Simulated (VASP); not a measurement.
```
CELL_PARAMETERS angstrom
      0.00000     1.94138     1.94138
      1.94138     0.00000     1.94138
      1.94138     1.94138     0.00000
ATOMIC_POSITIONS crystal
  Pd 0.00000 0.00000 0.00000
```

Calculation: vdW-DF-cx, VASP's PBE PAW potentials (set 64) (plane waves; VASP). Settings: 520 eV cut-off, Gaussian smearing of 0.050 eV, potentials Pd.

Q: Give the energies of bands 1 to 6 at the high-symmetry points, in eV from the Fermi level.

A: 
| band | Γ | X | U | L | W |
|---|---|---|---|---|---|
| 1 | -7.23 | -5.46 | -4.79 | -5.36 | -4.38 |
| 2 | -2.87 | -5.16 | -4.20 | -2.91 | -3.42 |
| 3 | -2.87 | -0.03 | -1.99 | -2.91 | -3.42 |
| 4 | -2.87 | 0.32 | -0.95 | 0.00 | -1.33 |
| 5 | -1.23 | 0.32 | -0.15 | 0.00 | 0.32 |
| 6 | -1.23 | 3.33 | 7.14 | 0.99 | 8.94 |

It has no gap at this level: it comes out as a metal or semimetal.

The compound is Pd in the fcc structure. It was relaxed first.
